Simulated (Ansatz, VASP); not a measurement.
# Cross-check of Hf4Ta2Al3C2N3 (Hf/AlN/TaC) between VASP and Ansatz

Wanted: the spread between two codes on one cell, functional and k mesh.

Program: Ansatz 0.2.0. Level of theory: plane waves, with VASP 6.6.1 beside it; single point at PBE. Results are calculated unless marked as measured.

## (1) Starting point

The cell holds 14 atoms: 4 Hf, 3 N, 3 Al, 2 Ta and 2 C. Cell: a = 3.200 Å, b = 3.200 Å, c = 37.852 Å, α = 90.0°, β = 90.0°, γ = 120.0°. It derives from  (Hf/AlN/TaC). Vacuum lies along c.

As a file:

```
Hf N Al Ta C
1.0
     3.20000    0.00000    0.00000
    -1.60000    2.77128    0.00000
     0.00000    0.00000   37.85152
Hf N Al Ta C
4 3 3 2 2
Direct
  0.33333 0.66667 0.21776
  0.00000 0.00000 0.28038
  0.33333 0.66667 0.34787
  0.00000 0.00000 0.41749
  0.00000 0.00000 0.47271
  0.33333 0.66667 0.53871
  0.66667 0.33333 0.60545
  0.33333 0.66667 0.48859
  0.66667 0.33333 0.55535
  0.00000 0.00000 0.62356
  0.33333 0.66667 0.69260
  0.00000 0.00000 0.76079
  0.66667 0.33333 0.72043
  0.33333 0.66667 0.78570
```

## (2) VASP: single point, PBE

With cell and atoms fixed, the geometry can't cause a difference; cores, projectors, grids and the points listed under the comparison can.

Lines of VASP's logs that name or quote its potential files are left out, and so is its time.

Contents of INCAR:

```
SYSTEM = Hf4Ta2Al3C2N3
PREC = Normal
ENCUT = 400
EDIFF = 1E-06
NELM = 120
ISMEAR = -1
SIGMA = 0.1
LREAL = Auto
ALGO = Fast
GGA = PE
NBANDS = 61
LASPH = .TRUE.
LORBIT = 11
LWAVE = .FALSE.
LCHARG = .TRUE.
IDIPOL = 3
LDIPOL = .TRUE.
DIPOL = 0.5 0.5 0.536
LVHAR = .TRUE.
LVACPOTAV = .TRUE.
LELF = .TRUE.
NEDOS = 1500
```

Contents of POSCAR:

```
Hf4Ta2Al3C2N3
1.0
    3.2000000000      0.0000000000      0.0000000000
   -1.6000000000      2.7712812921      0.0000000000
    0.0000000000      0.0000000000     37.8515152041
Hf N Al Ta C
4 3 3 2 2
Direct
    0.3333333300      0.6666666700      0.2177628683
    0.0000000000      0.0000000000      0.2803783444
    0.3333333300      0.6666666700      0.3478677427
    0.0000000000      0.0000000000      0.4174918362
    0.0000000000      0.0000000000      0.4727129545
    0.3333333300      0.6666666700      0.5387138679
    0.6666666700      0.3333333300      0.6054492769
    0.3333333300      0.6666666700      0.4885870337
    0.6666666700      0.3333333300      0.5553548224
    0.0000000000      0.0000000000      0.6235589744
    0.3333333300      0.6666666700      0.6925995696
    0.0000000000      0.0000000000      0.7607923271
    0.6666666700      0.3333333300      0.7204292108
    0.3333333300      0.6666666700      0.7857048812
```

Contents of KPOINTS:

```
Automatic mesh
0
Gamma
9 9 1
0 0 0
```

PAW data sets: Hf, N, Al, Ta and C (PBE family, release 64).

Command:

```
$ mpirun -np 4 vasp_std
```

Numbers of over 12 decimals in the logs are rounded to 6 here.

The program printed:

```text
[banner, memory and clock lines left out]
running    4 mpi-ranks, on    1 nodes
 distrk:  each k-point on    4 cores,    1 groups
 distr:  one band on    1 cores,    4 groups

 POSCAR found type information on POSCAR HfN AlTaC
 POSCAR found :  5 types and      14 ions
 LDA part: xc-table for (Slater+PW92), standard interpolation
|                                                                             |
|           W    W    AA    RRRRR   N    N  II  N    N   GGGG   !!!           |
|           W    W   A  A   R    R  NN   N  II  NN   N  G    G  !!!           |
|           W    W  A    A  R    R  N N  N  II  N N  N  G       !!!           |
|           W WW W  AAAAAA  RRRRR   N  N N  II  N  N N  G  GGG   !            |
|           WW  WW  A    A  R   R   N   NN  II  N   NN  G    G                |
|           W    W  A    A  R    R  N    N  II  N    N   GGGG   !!!           |
|                                                                             |
|     The number of bands has been changed from the values supplied in        |
|     The orbitals not found in the WAVECAR file will be initialized with     |
|     random numbers, which is usually adequate. For correlated               |
|     calculations, however, you should redo the groundstate calculation.     |
|     I found NBANDS = 61. Now, NBANDS = 64.                                  |
|                                                                             |

 POSCAR, INCAR and KPOINTS ok, starting setup
 FFT: planning ... GRIDC
 FFT: planning ... GRID_SOFT
 FFT: planning ... GRID
 WAVECAR not read
 entering main loop
       N       E                     dE             d eps       ncg     rms          rms(c)
DAV:   1     0.171158070485E+03    0.17116E+03   -0.18842E+04  1544   0.598E+02
DAV:   2    -0.110177730124E+03   -0.28134E+03   -0.25916E+03  2040   0.147E+02
DAV:   3    -0.140084129774E+03   -0.29906E+02   -0.29106E+02  2000   0.464E+01
DAV:   4    -0.141040718981E+03   -0.95659E+00   -0.95227E+00  2104   0.909E+00
DAV:   5    -0.141071239855E+03   -0.30521E-01   -0.30501E-01  2072   0.150E+00    0.400E+01
RMM:   6    -0.667741771520E+03   -0.52667E+03   -0.96122E+01  2498   0.184E+01    0.596E+01
RMM:   7    -0.684405378316E+03   -0.16664E+02   -0.74028E+01  2472   0.153E+01    0.509E+01
RMM:   8    -0.435724916959E+03    0.24868E+03   -0.87446E+01  2522   0.156E+01    0.386E+01
RMM:   9    -0.295595554818E+03    0.14013E+03   -0.32844E+01  2040   0.100E+01    0.326E+01
RMM:  10    -0.171176926290E+03    0.12442E+03   -0.94075E+00  1965   0.586E+00    0.249E+01
RMM:  11    -0.136846808658E+03    0.34330E+02   -0.23078E+00  1973   0.278E+00    0.187E+01
RMM:  12    -0.132201784368E+03    0.46450E+01   -0.24204E+00  1933   0.302E+00    0.151E+01
RMM:  13    -0.128631842052E+03    0.35699E+01   -0.88152E-01  1866   0.200E+00    0.114E+01
RMM:  14    -0.128815470274E+03   -0.18363E+00   -0.65350E-01  1828   0.174E+00    0.936E+00
[...]
RMM:  36    -0.123276702216E+03   -0.49861E-04   -0.13774E-05  1975   0.661E-03    0.788E-03
RMM:  37    -0.123276728786E+03   -0.26570E-04   -0.56225E-06  1899   0.449E-03    0.521E-03
RMM:  38    -0.123276739092E+03   -0.10306E-04   -0.22445E-06  1689   0.317E-03    0.471E-03
RMM:  39    -0.123276741915E+03   -0.28229E-05   -0.92872E-07  1387   0.190E-03    0.197E-03
RMM:  40    -0.123276744923E+03   -0.30083E-05   -0.46316E-07  1244   0.130E-03    0.237E-03
RMM:  41    -0.123276746881E+03   -0.19585E-05   -0.19908E-07  1218   0.986E-04    0.212E-03
RMM:  42    -0.123276748081E+03   -0.11991E-05   -0.13829E-07  1049   0.644E-04    0.141E-03
RMM:  43    -0.123276748577E+03   -0.49609E-06   -0.33786E-08   860   0.477E-04
|                                                                             |
|           W    W    AA    RRRRR   N    N  II  N    N   GGGG   !!!           |
|           W    W   A  A   R    R  NN   N  II  NN   N  G    G  !!!           |
|           W    W  A    A  R    R  N N  N  II  N N  N  G       !!!           |
|           W WW W  AAAAAA  RRRRR   N  N N  II  N  N N  G  GGG   !            |
|           WW  WW  A    A  R   R   N   NN  II  N   NN  G    G                |
|           W    W  A    A  R    R  N    N  II  N    N   GGGG   !!!           |
|                                                                             |
|     Did not find any points to average over, which means that no vacuum     |
|     field-free region was found. Please increase the size of  your cell     |
|     in the dimension of the dipole correction to obtain accurate            |
|     workfunction values.                                                    |
|                                                                             |

   1 F= -.12327675E+03 E0= -.12313896E+03  d E =-.275578E+00
```

Parts of OUTCAR (step 2):

```text
ion  position               nearest neighbor table
   1  0.333  0.667  0.218-   2 3.01   2 3.01   2 3.01
   2  0.000  0.000  0.280-   1 3.01   1 3.01   1 3.01   3 3.15   3 3.15   3 3.15
   3  0.333  0.667  0.348-   2 3.15   2 3.15   2 3.15   4 3.22   4 3.22   4 3.22
   4  0.000  0.000  0.417-   5 2.09   3 3.22   3 3.22   3 3.22   8 3.26   8 3.26   8 3.26
   5  0.000  0.000  0.473-   8 1.94   8 1.94   8 1.94   4 2.09
   6  0.333  0.667  0.539-   8 1.90   9 1.95   9 1.95   9 1.95
   7  0.667  0.333  0.605-   9 1.90  10 1.97  10 1.97  10 1.97
   8  0.333  0.667  0.489-   6 1.90   5 1.94   5 1.94   5 1.94   9 3.13   9 3.13   9 3.13   4 3.26
                             4 3.26   4 3.26
   9  0.667  0.333  0.555-   7 1.90   6 1.95   6 1.95   6 1.95   8 3.13   8 3.13   8 3.13  10 3.17
                            10 3.17  10 3.17
  10  0.000  0.000  0.624-   7 1.97   7 1.97   7 1.97   9 3.17   9 3.17   9 3.17  11 3.20  11 3.20
                            11 3.20
  11  0.333  0.667  0.693-  13 2.13  13 2.13  13 2.13  12 3.17  12 3.17  12 3.17  10 3.20  10 3.20
                            10 3.20
  12  0.000  0.000  0.761-  14 2.07  14 2.07  14 2.07  13 2.40  13 2.40  13 2.40  11 3.17  11 3.17
                            11 3.17
  13  0.667  0.333  0.720-  11 2.13  11 2.13  11 2.13  12 2.40  12 2.40  12 2.40
  14  0.333  0.667  0.786-  12 2.07  12 2.07  12 2.07

  LATTYP: Found a hexagonal cell.
 ALAT       =     3.2000000000
 C/A-ratio  =    11.8285985013

 Subroutine GETGRP returns: Found  6 space group operations
 (whereof  6 operations were pure point group operations)

The static configuration has the point symmetry C_3v.

 Found     12 irreducible k-points:

   k-points           NKPTS =     12   k-points in BZ     NKDIM =     12   number of bands    NBANDS=     64

   dimension x,y,z NGX =    16 NGY =   16 NGZ =  192
   dimension x,y,z NGXF=    32 NGYF=   32 NGZF=  384

   ENCUT  =  400.0 eV  29.40 Ry    5.42 a.u.   5.22  5.22 61.73*2*pi/ulx,y,z

   NELECT =      58.0000    total number of electrons

 k-points in reciprocal lattice and weights: Automatic mesh
   0.00000000  0.00000000  0.00000000       0.012
   0.11111111  0.00000000  0.00000000       0.074
   0.22222222  0.00000000  0.00000000       0.074
   0.33333333  0.00000000  0.00000000       0.074
   0.44444444  0.00000000  0.00000000       0.074
   0.11111111  0.11111111  0.00000000       0.074
   0.22222222  0.11111111  0.00000000       0.148
   0.33333333  0.11111111  0.00000000       0.148
   0.44444444  0.11111111  0.00000000       0.074
   0.22222222  0.22222222  0.00000000       0.074
   0.33333333  0.22222222  0.00000000       0.148
   0.33333333  0.33333333  0.00000000       0.025

 dipolmoment           0.000000      0.000000      0.121009 electrons x Angstroem

 average (electrostatic) potential at core
       1 -39.6881       2 -39.1913       3 -39.4466       4 -39.6272       5 -67.0604
       6 -66.5743       7 -66.3540       8 -78.7564       9 -78.3139      10 -78.4566
      11 -40.3193      12 -39.5810      13 -53.2410      14 -51.7537

 E-fermi :   1.6945

 k-point     1 :       0.0000    0.0000    0.0000
  band No.  band energies     occupation
    ...
     23      -0.2189      2.00000
     24      -0.2187      2.00000
     25       0.2618      2.00000
     26       1.4793      1.79164
     27       1.7764      0.61173
     28       2.3108      0.00420
     29       2.5108      0.00057
     30       2.5108      0.00057
     31       2.7547      0.00005
     32       2.7547      0.00005
    ...

 k-point     2 :       0.1111    0.0000    0.0000
  band No.  band energies     occupation
    ...
     22      -0.5048      2.00000
     23      -0.2929      2.00000
     24      -0.0961      2.00000
     25       0.4994      1.99999
     26       1.3093      1.95840
     27       1.8053      0.49625
     28       1.8854      0.25812
     29       2.2155      0.01086
     30       2.3717      0.00229
     31       2.4072      0.00160
    ...

 k-point     3 :       0.2222    0.0000    0.0000
  band No.  band energies     occupation
    ...
     26       0.8103      1.99971
     27       1.1080      1.99434
     28       1.5046      1.73949
     29       1.6642      1.15035
     30       1.7018      0.96358
     31       1.8950      0.23721
     32       2.5878      0.00026
     33       2.6693      0.00012
     34       2.8757      0.00001
     35       3.2203      0.00000
    ...

  Total       -8.1650885     -8.1650885     -2.0685321      0.0000000      0.0000000      0.0000000
  in kB      -38.9724420    -38.9724420     -9.8732239      0.0000000      0.0000000      0.0000000
  external PRESSURE =     -29.2727026 kB  Pullay stress =       0.0000000 kB

  energy-cutoff  :      400.00
  volume of cell :      335.67
      direct lattice vectors                 reciprocal lattice vectors
     3.200000000  0.000000000  0.000000000     0.312500000  0.180421959  0.000000000
    -1.600000000  2.771281292  0.000000000     0.000000000  0.360843918  0.000000000
     0.000000000  0.000000000 37.851515204     0.000000000  0.000000000  0.026419022

 POSITION                                       TOTAL-FORCE (eV/Angst)
 -----------------------------------------------------------------------------------
     -0.00000      1.84752      8.24265         0.000000     -0.000000      0.012155
      0.00000      0.00000     10.61275         0.000000     -0.000000      0.001365
     -0.00000      1.84752     13.16732         0.000000     -0.000000      0.017674
      0.00000      0.00000     15.80270        -0.000000     -0.000000      0.013497
      0.00000      0.00000     17.89290         0.000000     -0.000000      0.004646
     -0.00000      1.84752     20.39114         0.000000     -0.000000      0.004246
      1.60000      0.92376     22.91717         0.000000      0.000000      0.020496
     -0.00000      1.84752     18.49376        -0.000000     -0.000000     -0.017825
      1.60000      0.92376     21.02102        -0.000000     -0.000000     -0.009272
      0.00000      0.00000     23.60265         0.000000     -0.000000     -0.031376
     -0.00000      1.84752     26.21594         0.000000     -0.000000     -0.004252
      0.00000      0.00000     28.79714         0.000000     -0.000000      0.001595
      1.60000      0.92376     27.26934        -0.000000      0.000000     -0.008800
     -0.00000      1.84752     29.74012         0.000000     -0.000000     -0.004149
 -----------------------------------------------------------------------------------
    total drift:                                0.000162      0.000186      0.055322

  FREE ENERGIE OF THE ION-ELECTRON SYSTEM (eV)
  ---------------------------------------------------
  free  energy   TOTEN  =      -123.2767485766 eV

  energy  without entropy=     -123.0011710300  energy(sigma->0) =     -123.13895980

 vacuum level on the upper side and lower side of the slab         8.472         5.992

 total charge
# of ion       s       p       d       tot
------------------------------------------
    1        0.648   0.368   1.940   2.956
    2        0.623   0.492   2.035   3.150
    3        0.610   0.474   1.929   3.012
    4        0.606   0.509   2.065   3.180
    5        1.250   2.512   0.000   3.762
    6        1.235   2.530   0.000   3.765
    7        1.245   2.502   0.000   3.747
    8        0.357   0.411   0.000   0.767
    9        0.363   0.408   0.000   0.771
   10        0.361   0.373   0.000   0.734
   11        0.619   0.805   3.383   4.808
   12        0.657   0.941   3.545   5.143
   13        0.881   1.542   0.000   2.423
   14        0.931   1.448   0.000   2.379
--------------------------------------------------
tot         10.384  15.315  14.898  40.597

[... 3 further parts left out ...]
```

The data sets Hf and Ta keep the semicore shell frozen, which is cheaper and a little less accurate.

(Continued in part 2 of 2.)

[Lines on the potential files, build, host, timing and source positions are cut from VASP's logs without a mark.]

[Logs are printed without paths, hosts, clocks, repeated set-up lines and the standing remarks that a program may print on its own settings, such as how far it seeks lower states.]

[Hosts, paths, dates, database ids (printed as entryN), source tags and the programs' standing remarks are cut or masked in the printed files.]
